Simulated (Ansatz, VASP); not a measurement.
# WS2 (Tungstenite) in two plane-wave programs

One calculation is typed for both programs; each brings its own data sets. How far apart do they land? The cell is taken from a series of runs on this material, whose earlier steps may have relaxed, scaled, displaced or heated it; both programs get it as it stands.

Main program and level: Ansatz 0.2.0; plane waves, with VASP 6.6.1 beside it; PBE, PBEsol and PBEsol with D3(BJ).

### Step 1. The structure

The structure is hexagonal, space group P6_3/mmc (No. 194). Conventional cell: a = 3.180 Å, b = 3.180 Å, c = 12.000 Å, α = 90.00°, β = 90.00°, γ = 120.00°. W has 6 S at 2.41 Å nearest. S has 3 W at 2.41 Å nearest. Farther neighbours and most contacts between anions are not listed.

Coordinates:

```cif
data_structure
_symmetry_space_group_name_H-M 'P6_3/mmc'
_symmetry_Int_Tables_number 194
_cell_length_a 3.1800
_cell_length_b 3.1800
_cell_length_c 12.0000
_cell_angle_alpha 90.000
_cell_angle_beta 90.000
_cell_angle_gamma 120.000
_cell_volume 105.09
loop_
_atom_site_label
_atom_site_type_symbol
_atom_site_symmetry_multiplicity
_atom_site_Wyckoff_symbol
_atom_site_fract_x
_atom_site_fract_y
_atom_site_fract_z
_atom_site_occupancy
W1 W 2 c 0.33333 0.66667 0.25000 1
S1 S 4 f 0.33333 0.66667 0.61979 1
```

### Step 2. Ansatz: single point, PBE

Ansatz runs on PAW files that the input asks for by source.

A single point takes one fixed geometry, so differences don't come from the geometry; what else differs is listed under the comparison.

File input.yaml:

```yaml
crystal:
  lattice:
    - [3.18, 0.0, 0.0]
    - [-1.59, 2.753960784, 0.0]
    - [0.0, 0.0, 12.0]
  atoms:
    - { symbol: W, position: [0.3333333333, 0.6666666667, 0.2708333333] }
    - { symbol: W, position: [0.6666666667, 0.3333333333, 0.7708333333] }
    - { symbol: S, position: [0.3333333333, 0.6666666667, 0.640625] }
    - { symbol: S, position: [0.6666666667, 0.3333333333, 0.140625] }
    - { symbol: S, position: [0.3333333333, 0.6666666667, 0.9010416667] }
    - { symbol: S, position: [0.6666666667, 0.3333333333, 0.4010416667] }
kpoints:
  mp_grid: { grid: [12, 12, 2] }
hamiltonian:
  xc: pbe
  pseudopotentials: { kind: paw, source: ansatz }
scf:
  occupations: { method: fixed }
  n_extra_bands: 6
  convergence: { dr2_threshold: 1.0e-09 }
output:
  eigenvalues: true
  forces: true
  stress: true
```

Command:

```bash
ansatz run input.yaml --threads 16 --pin off --max-ram 73728MiB --backend cpu --events-out ev --progress --plain --runs-dir out
```

Numbers of over 12 decimals in the logs are rounded to 6 here.

What it wrote:

```text
Warning: output.stress: scf.convergence.dr2_threshold = 1e-9 eV is looser than the 6e-10 eV advised for a printed stress (1e-10 eV for each atom of the cell: 6). What an SCF threshold leaves in a stress goes as its square root, and in the free energy as the threshold itself, and one threshold admits the most on a small cell: [figures from the program's tests cut] Set scf.convergence.dr2_threshold to 6e-10 eV or tighter. The threshold is an SCF's pass mark: one that does not reach it within its budget of iterations ends unconverged, or closes short of it on a stop that the run arms, and scf.convergence.dr2_threshold's page says what that costs each kind of run
scf.n_extra_bands = 6 over 40 filled bands (N_el = 80.0): the run solves 46 bands
Engine: ansatz 0.2.0, aarch64-unknown-linux-gnu
Pseudopotentials: kind: paw
Pseudopotential: W, paw, valence charge 28, recommended cutoff 760 eV (normal), W.paw.azcp
Pseudopotential: S, paw, valence charge 6, recommended cutoff 510 eV (normal), S.paw.azcp
Functional definition: PBE
  parameter kappa = 0.804
  parameter beta = 0.066725
  exchange = pbe_x(kappa = kappa, mu = beta*pi^2/3)
  correlation = pbe_c(beta = beta)
Crystal: 6 atoms, lattice volume = 105.091 Å³
Basis set: ecut = 760 eV, 4967 PW (Γ), exchange–correlation on 64×64×250 points (8 copies of the dense FFT grid, shifted against one another)
Bands: 46, of which v1, the nominal top of the filled ones, is band 40 counted from 1 (39 counted from 0)
Symmetry: 24 space group operations
Space group: P63/mmc (ITA 194), of the structure as read, at distance tolerance 4.7e-5 Å
k-points: 38 of 288
Non-local potential: W, projectors of the file, l = 0: 3, l = 1: 3, l = 2: 2, l = 3: 3
Non-local potential: S, projectors of the file, l = 0: 2, l = 1: 2, l = 2: 2
PAW form: soft (Blöchl's): semilocal exchange-correlation on the pseudo side does not see the compensation charge
PAW one-centre angular grid: W, 590 points (default); XC on 64 Gauss nodes
PAW one-centre angular grid: S, 110 points (default); XC on 64 Gauss nodes
Initial density: superposition of atomic densities (chi_scale 0.1, normalization cell, long waves kept (reshape's long-wave potential 0.03 eV rms))
Initial wavefunctions: pseudopotential atomic-orbital guess
Functional: x = pbe(κ = 0.804, μ = 0.219515), c = pbe(β = 0.066725)
SCF iter   1: F=—  HF=-39376.085596 eV  |F-HF|=—  |Δ(HF+E_count)|=         —  Δρ=4.14e-2  dr2=3.19e0  ethr=3.10e-3  ⟨swp⟩=5.2  Hψ=6491  notcnv=0  defer=84
preconditioner: auto → Resta (q_TF=auto, 2.607 Å⁻¹)  ε∞=3.5  [insulator: Δε(μ)=0.612 eV  Ē_g=18.331 eV  n_scr=38 (ndim 8)  ℏωp=29.0 eV  f_vac=0.015  ε∞_Penn≈3.5]
SCF iter   2: F=—  HF=-39375.419712 eV  |F-HF|=—  |Δ(HF+E_count)|=   6.66e-1  Δρ=2.35e-2  dr2=5.68e-1  ethr=3.10e-3  ⟨swp⟩=2.8  Hψ=2624  notcnv=0  defer=117
SCF iter   3: F=—  HF=-39375.313777 eV  |F-HF|=—  |Δ(HF+E_count)|=   1.06e-1  Δρ=9.51e-3  dr2=2.14e-1  ethr=7.10e-4  ⟨swp⟩=3.3  Hψ=2579  notcnv=0  defer=145
SCF iter   4: F=—  HF=-39375.286588 eV  |F-HF|=—  |Δ(HF+E_count)|=   2.72e-2  Δρ=3.49e-3  dr2=1.32e-2  ethr=2.68e-4  ⟨swp⟩=3.8  Hψ=2682  notcnv=0  defer=145
SCF iter   5: F=—  HF=-39375.287270 eV  |F-HF|=—  |Δ(HF+E_count)|=   6.83e-4  Δρ=1.27e-3  dr2=1.60e-3  ethr=1.65e-5  ⟨swp⟩=3.3  Hψ=3321  notcnv=0  defer=150
SCF iter   6: F=—  HF=-39375.287247 eV  |F-HF|=—  |Δ(HF+E_count)|=   2.31e-5  Δρ=4.04e-4  dr2=2.34e-4  ethr=1.99e-6  ⟨swp⟩=2.0  Hψ=2986  notcnv=0  defer=150
SCF iter   7: F=—  HF=-39375.287462 eV  |F-HF|=—  |Δ(HF+E_count)|=   2.15e-4  Δρ=1.59e-4  dr2=5.18e-5  ethr=2.92e-7  ⟨swp⟩=3.0  Hψ=3895  notcnv=0  defer=148
SCF iter   8: F=—  HF=-39375.287467 eV  |F-HF|=—  |Δ(HF+E_count)|=   5.43e-6  Δρ=3.00e-5  dr2=1.46e-6  ethr=6.48e-8  ⟨swp⟩=2.0  Hψ=2232  notcnv=0  defer=132
SCF iter   9: F=—  HF=-39375.287104 eV  |F-HF|=—  |Δ(HF+E_count)|=   3.64e-4  Δρ=5.03e-6  dr2=2.47e-8  ethr=1.82e-9  ⟨swp⟩=3.2  Hψ=3634  notcnv=0  defer=81
SCF iter  10: F=—  HF=-39375.287104 eV  |F-HF|=—  |Δ(HF+E_count)|=   5.38e-8  Δρ=1.21e-6  dr2=3.15e-9  ethr=3.08e-11  ⟨swp⟩=2.8  Hψ=3552  notcnv=0  defer=81
SCF iter  11: F=-39375.287104 eV  HF=-39375.287104 eV  |F-HF|=7.28e-12  |Δ(HF+E_count)|=  3.42e-10  Δρ=1.81e-7  dr2=4.78e-11  ethr=1.25e-12  ⟨swp⟩=14.6  Hψ=10004  notcnv=0
SCF 1 converged in 11 iterations: F = -39375.287104 eV  dr2 = 4.78e-11
  greatest PAW one-centre occupation: 0.998 electrons in one spin orbital (limit 2), on the W atom at site 1 (counted from 0), in its partial waves of l = 3
SCF converged after 11 iterations
Free energy (F): -39375.287104 eV
Harris-Foulkes:  -39375.287104 eV  (|F-HF|=7.28e-12)
Internal energy: -39375.287104 eV  (E = F + TS)
E sigma→0 (E₀):  -39375.287104 eV
Fermi energy:    13.670403 eV
--- Per-component energies (eV) ---
  E_band       = -707.756066
  E_kinetic    = 1975.218261
  E_local      = -27339.239917  (includes V_loc(G=0)·N_el)
  E_nonlocal   = 3548.182509
  E_hartree    = 9991.743591
  E_xc         = -865.778161
  E_vxc        = -974.685040  (∫ρ·V_xc dr)
  E_paw        = -17507.264225  (= ΣΔE_a)
  E_vpaw       = 2099.280328  (= ΣTr[D̂ρ^β])
  E_aug_tail   = -0.000081  (compensation charges beyond the density's cutoff)
  E_ewald      = -9178.149081
  E_smearing   = -0.000000  (= −TS)
  E_closure    = 0.000000  (closes the sum)
  Σ components = -39375.287104   (vs F -39375.287104, Δ=0.00e0)
--- Forces (eV/Å), atoms counted from 1 ---
  atom   1  W      0.00000000    -0.00000000     0.00000000
  atom   2  W      0.00000000     0.00000000     0.00000000
  atom   3  S      0.00000000     0.00000000    -0.03075302
  atom   4  S      0.00000000    -0.00000000    -0.03075302
  atom   5  S     -0.00000000     0.00000000     0.03075302
  atom   6  S      0.00000000    -0.00000000     0.03075302
  max |Σ_I F_I| component: 2.31e-16 eV/Å
--- Stress (GPa, compression-positive) ---
        1.989928       0.000000       0.000000
        0.000000       1.989928       0.000000
        0.000000       0.000000       5.254265
  P = ⅓ Tr σ = 3.0780 GPa (30.780 kbar)
--- Band table (eV; the first three rows and the last of 38) ---
  k-point 0: bands = [... 36 lower, 11.2664, 12.3242, 12.4041, 13.6704, 15.7520, 15.7520, 15.7632, 15.7632, ... 2 higher]
  k-point 1: bands = [... 36 lower, 11.2270, 11.2270, 13.3868, 13.3868, 15.7380, 15.7380, 15.7380, 15.7380, ... 2 higher]
  k-point 2: bands = [... 36 lower, 11.2897, 12.3928, 12.4131, 13.3929, 15.6576, 15.6757, 15.6985, 15.7311, ... 2 higher]
  k-point 37: bands = [... 36 lower, 10.4682, 10.4682, 12.8470, 12.8470, 14.6939, 14.6939, 16.1292, 16.1292, ... 2 higher]
```

The column dr2 measures how far the density is from self-consistency, as an energy; F and HF (Harris–Foulkes) agree once it is small.

The run ends at a pressure of 3.08 GPa, with forces up to 0.031 eV/Å.

### Step 3. VASP: single point, PBE

The same cell, functional and mesh now go to VASP, with its own data sets.

Lines of VASP's logs that name or quote its potential files are left out, and so is its time.

File INCAR:

```
SYSTEM = WS2
PREC = Accurate
ENCUT = 600
EDIFF = 1E-06
NELM = 120
ISMEAR = 0
SIGMA = 0.01
LREAL = .FALSE.
ALGO = Normal
GGA = PE
NBANDS = 24
LASPH = .TRUE.
LORBIT = 11
LWAVE = .FALSE.
LCHARG = .FALSE.
ISIF = 2
GGA_COMPAT = .FALSE.
EFERMI = MIDGAP
KPAR = 2
```

File POSCAR:

```
WS2
1.0
    3.1800000000      0.0000000000      0.0000000000
   -1.5900000000      2.7539607840      0.0000000000
    0.0000000000      0.0000000000     12.0000000000
W S
2 4
Direct
    0.3333333332      0.6666666668      0.2708333333
    0.6666666666      0.3333333334      0.7708333333
    0.3333333332      0.6666666668      0.6406250000
    0.6666666666      0.3333333334      0.1406249999
    0.3333333332      0.6666666668      0.9010416666
    0.6666666666      0.3333333334      0.4010416666
```

File KPOINTS:

```
Automatic mesh
0
Gamma
12 12 2
0 0 0
```

Potentials, in the order of the species: W and S (PBE family, release 64).

Command:

```bash
mpirun -np 2 vasp_std
```

What it wrote:

```text
[banner, memory and clock lines left out]
running    2 mpi-ranks, on    1 nodes
 distrk:  each k-point on    1 cores,    2 groups
 distr:  one band on    1 cores,    1 groups

 POSCAR found type information on POSCAR W S
 POSCAR found :  2 types and       6 ions
 LDA part: xc-table for (Slater+PW92), standard interpolation
 POSCAR, INCAR and KPOINTS ok, starting setup
 FFT: planning ... GRIDC
 FFT: planning ... GRID_SOFT
 FFT: planning ... GRID
 WAVECAR not read
 entering main loop
       N       E                     dE             d eps       ncg     rms          rms(c)
DAV:   1     0.209662244013E+03    0.20966E+03   -0.17825E+04  1824   0.150E+03
DAV:   2    -0.323954404553E+02   -0.24206E+03   -0.23224E+03  2432   0.307E+02
DAV:   3    -0.497940639324E+02   -0.17399E+02   -0.17268E+02  2520   0.766E+01
DAV:   4    -0.501593069009E+02   -0.36524E+00   -0.36428E+00  2472   0.122E+01
DAV:   5    -0.501672570180E+02   -0.79501E-02   -0.79455E-02  2504   0.170E+00    0.391E+01
DAV:   6    -0.477044179360E+02    0.24628E+01   -0.11701E+01  2688   0.170E+01    0.178E+01
DAV:   7    -0.474191504377E+02    0.28527E+00   -0.34373E+00  2448   0.107E+01    0.900E+00
DAV:   8    -0.472949122748E+02    0.12424E+00   -0.44400E-01  2576   0.426E+00    0.136E+00
DAV:   9    -0.472902981913E+02    0.46141E-02   -0.64091E-02  2488   0.139E+00    0.539E-01
DAV:  10    -0.472888526663E+02    0.14455E-02   -0.14580E-02  2632   0.700E-01    0.348E-01
DAV:  11    -0.472888416737E+02    0.10993E-04   -0.16941E-03  2560   0.250E-01    0.108E-01
DAV:  12    -0.472888542554E+02   -0.12582E-04   -0.41398E-04  2560   0.128E-01    0.503E-02
DAV:  13    -0.472888610944E+02   -0.68391E-05   -0.24191E-05  2472   0.305E-02    0.172E-02
DAV:  14    -0.472888606099E+02    0.48450E-06   -0.18070E-06  1912   0.765E-03
   1 F= -.47288861E+02 E0= -.47288861E+02  d E =0.000000E+00
```

From OUTCAR (step 3):

```text
ion  position               nearest neighbor table
   1  0.333  0.667  0.271-   6 2.41   6 2.41   6 2.41   4 2.41   4 2.41   4 2.41
   2  0.667  0.333  0.771-   3 2.41   5 2.41   3 2.41   5 2.41   3 2.41   5 2.41
   3  0.333  0.667  0.641-   2 2.41   2 2.41   2 2.41
   4  0.667  0.333  0.141-   1 2.41   1 2.41   1 2.41
   5  0.333  0.667  0.901-   2 2.41   2 2.41   2 2.41
   6  0.667  0.333  0.401-   1 2.41   1 2.41   1 2.41

  LATTYP: Found a hexagonal cell.
 ALAT       =     3.1800000000
 C/A-ratio  =     3.7735849057

 Subroutine GETGRP returns: Found 24 space group operations
 (whereof  6 operations were pure point group operations)

The static configuration has the point symmetry C_3v.
 The point group associated with its full space group is D_6h.

 Found     38 irreducible k-points:

   k-points           NKPTS =     38   k-points in BZ     NKDIM =     38   number of bands    NBANDS=     24

   dimension x,y,z NGX =    28 NGY =   28 NGZ =   96
   dimension x,y,z NGXF=    56 NGYF=   56 NGZF=  192

   ENCUT  =  600.0 eV  44.10 Ry    6.64 a.u.   6.35  6.35 23.97*2*pi/ulx,y,z

   NELECT =      36.0000    total number of electrons

 k-points in reciprocal lattice and weights: Automatic mesh
   0.00000000  0.00000000  0.00000000       0.003
   0.08333333  0.00000000  0.00000000       0.021
   0.16666667 -0.00000000  0.00000000       0.021
   0.25000000  0.00000000  0.00000000       0.021
   0.33333333  0.00000000  0.00000000       0.021
   0.41666667 -0.00000000  0.00000000       0.021
   0.50000000  0.00000000  0.00000000       0.010
   0.08333333  0.08333333  0.00000000       0.021
   0.16666667  0.08333333  0.00000000       0.042
[...]
0.33333333  0.25000000  0.50000000       0.042
   0.33333333  0.33333333  0.50000000       0.007

 average (electrostatic) potential at core
       1 -39.8060       2 -39.8060       3 -85.5745       4 -85.5745       5 -85.5745
       6 -85.5745

 E-fermi :   7.0909

 k-point     1 :       0.0000    0.0000    0.0000
  band No.  band energies     occupation
    ...
     14       4.2953      2.00000
     15       4.2953      2.00000
     16       5.3495      2.00000
     17       5.4132      2.00000
     18       6.6609      2.00000
     19       8.7729      0.00000
     20       8.7733      0.00000
     21       8.7876      0.00000
     22       8.7879      0.00000
     23       8.8099      0.00000
    ...

 k-point     2 :       0.0833    0.0000    0.0000
  band No.  band energies     occupation
    ...
     14       4.1185      2.00000
     15       4.3169      2.00000
     16       5.4133      2.00000
     17       5.4216      2.00000
     18       6.3875      2.00000
     19       8.6798      0.00000
     20       8.6928      0.00000
     21       8.7162      0.00000
     22       8.7546      0.00000
     23       8.8303      0.00000
    ...

 k-point     3 :       0.1667   -0.0000    0.0000
  band No.  band energies     occupation
    ...
     14       3.7043      2.00000
     15       4.2195      2.00000
     16       5.2134      2.00000
     17       5.3572      2.00000
     18       5.7075      2.00000
     19       8.1449      0.00000
     20       8.4529      0.00000
     21       8.6384      0.00000
     22       8.7725      0.00000
     23       8.8498      0.00000
    ...

  Total        0.7846779      0.7846779      2.9873485      0.0000000      0.0000000     -0.0000000
  in kB       11.9628844     11.9628844     45.5439147      0.0000000      0.0000000     -0.0000000
  external PRESSURE =      23.1565611 kB  Pullay stress =       0.0000000 kB

  energy-cutoff  :      600.00
  volume of cell :      105.09
      direct lattice vectors                 reciprocal lattice vectors
     3.180000000  0.000000000  0.000000000     0.314465409  0.181556688  0.000000000
    -1.590000000  2.753960784  0.000000000     0.000000000  0.363113377  0.000000000
     0.000000000  0.000000000 12.000000000     0.000000000  0.000000000  0.083333333

 POSITION                                       TOTAL-FORCE (eV/Angst)
 -----------------------------------------------------------------------------------
     -0.00000      1.83597      3.25000        -0.000000      0.000000      0.000000
      1.59000      0.91799      9.25000        -0.000000      0.000000      0.000000
     -0.00000      1.83597      7.68750        -0.000000     -0.000000      0.038533
      1.59000      0.91799      1.68750         0.000000     -0.000000      0.038533
     -0.00000      1.83597     10.81250        -0.000000     -0.000000     -0.038533
      1.59000      0.91799      4.81250         0.000000      0.000000     -0.038533
 -----------------------------------------------------------------------------------
    total drift:                                0.000001     -0.000001      0.000001

  FREE ENERGIE OF THE ION-ELECTRON SYSTEM (eV)
  ---------------------------------------------------
  free  energy   TOTEN  =       -47.2888606099 eV

  energy  without entropy=      -47.2888606099  energy(sigma->0) =      -47.28886061

 total charge
# of ion       s       p       d       tot
------------------------------------------
    1        0.565   0.707   4.237   5.509
    2        0.565   0.707   4.237   5.509
    3        1.361   2.360   0.000   3.721
    4        1.361   2.360   0.000   3.721
    5        1.361   2.360   0.000   3.721
    6        1.361   2.360   0.000   3.721
--------------------------------------------------
tot          6.572  10.854   8.474  25.900

[... 3 further parts left out ...]
```

The run ends at a pressure of 2.32 GPa, with forces up to 0.039 eV/Å.

### Step 4. Side by side

Known differences besides the potentials themselves: fixed occupations in Ansatz, narrow Gaussian smearing in VASP; the data sets hold 80 valence electrons in Ansatz (on PAW files that the input asks for by source) and 36 in VASP; the cutoff is 760 eV in Ansatz and 600 eV in VASP. Total energies have different zeros and are not compared.

Compared:

```
              quantity  Ansatz   VASP  difference
        pressure (GPa)    3.08   2.32       +0.76
gap on the k mesh (eV)   0.835  0.860      -0.025
```

The largest component of a force difference here is 69 meV/Å. A gap on the mesh is an upper bound, since the band edges may lie between its points; neither run holds spin-orbit coupling, which can move the band edges of a compound of W.

### Step 5. Further runs

Further runs change the set-up of one program: Ansatz's method, potentials or start, or VASP's data sets, cutoff or form of LDA. The table gives Ansatz less VASP for each quantity, since a change that brings one quantity closer may part another.

```csv
run,r.m.s. force difference (meV/Å),pressure (GPa),gap on the k mesh (eV)
as above,33,0.76,-0.025
VASP with the data sets W_sv and S and a cutoff of 500 eV,3.8,0.15,-0.016
```

### Step 6. Ansatz: single point, PBEsol

A single point takes one fixed geometry, so differences don't come from the geometry; what else differs is listed under the comparison.

The cell is taken from a series of runs on this material, whose earlier steps may have relaxed, scaled, displaced or heated it; both programs get it as it stands.

Changes to input.yaml since step 2:

```diff
@@ -15,3 +15,3 @@
 hamiltonian:
-  xc: pbe
+  xc: pbesol
   pseudopotentials: { kind: paw, source: ansatz }
```

Command:

```bash
ansatz run input.yaml --threads 16 --pin off --max-ram 73728MiB --backend cpu --events-out ev --progress --plain --runs-dir out
```

What it wrote:

```text
[...]
Crystal: 6 atoms, lattice volume = 105.091 Å³
Basis set: ecut = 760 eV, 4967 PW (Γ), exchange–correlation on 64×64×250 points (8 copies of the dense FFT grid, shifted against one another)
Bands: 46, of which v1, the nominal top of the filled ones, is band 40 counted from 1 (39 counted from 0)
Symmetry: 24 space group operations
[...]
k-points: 38 of 288
[...]
k-point 0: bands = [... 36 lower, 11.1667, 12.2488, 12.2637, 13.5668, 15.6404, 15.6404, 15.6510, 15.6510, ... 2 higher]
  k-point 1: bands = [... 36 lower, 11.1273, 11.1273, 13.2841, 13.2841, 15.6273, 15.6273, 15.6273, 15.6273, ... 2 higher]
  k-point 2: bands = [... 36 lower, 11.1903, 12.2755, 12.3207, 13.2871, 15.5349, 15.5784, 15.5943, 15.6094, ... 2 higher]
  k-point 37: bands = [... 36 lower, 10.3782, 10.3782, 12.7259, 12.7259, 14.5656, 14.5656, 15.9643, 15.9643, ... 2 higher]
[key lines of the parts left out:]
SCF converged after 10 iterations
Free energy (F): -39049.530734 eV
Fermi energy:    13.566787 eV
P = ⅓ Tr σ = -2.2536 GPa (-22.536 kbar)
```

The run ends at a pressure of -2.25 GPa, with forces up to 0.22 eV/Å.

[end of part 1 of 2]

[Lines on the potential files, build, host, timing and source positions are cut from VASP's logs without a mark.]

[Logs are printed without paths, hosts, clocks, repeated set-up lines and the standing remarks that a program may print on its own settings, such as how far it seeks lower states.]

[Hosts, paths, dates, database ids (printed as entryN), source tags and the programs' standing remarks are cut or masked in the printed files.]
